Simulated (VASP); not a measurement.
Calculation: LDA (Ceperley-Alder, Perdew-Zunger), VASP's LDA PAW potentials (set 64) (plane waves; VASP 6.6.1). For the first row: Run with 520 eV cut-off, 8×8×8 Γ-centred mesh, Gaussian smearing of 0.050 eV, potentials Zn Se.

```tsv
system	energy (eV/atom)
ZnSe (zinc blende)	-3.6860
Zn atom	-0.0035
Se atom	-0.5965
```

Atoms are spin-polarised in a large box without symmetry, with the spin fixed by Hund's rule, and may not be in the lowest state of each functional; no zero-point energy is added.

**Question.** What is the cohesive energy per atom of ZnSe?

**Answer.** The references average (1×(-0.0035) + 1×(-0.5965))/2 = -0.3000 eV, so the cohesive energy is -0.3000 − (-3.6860) = 3.386 eV/atom.
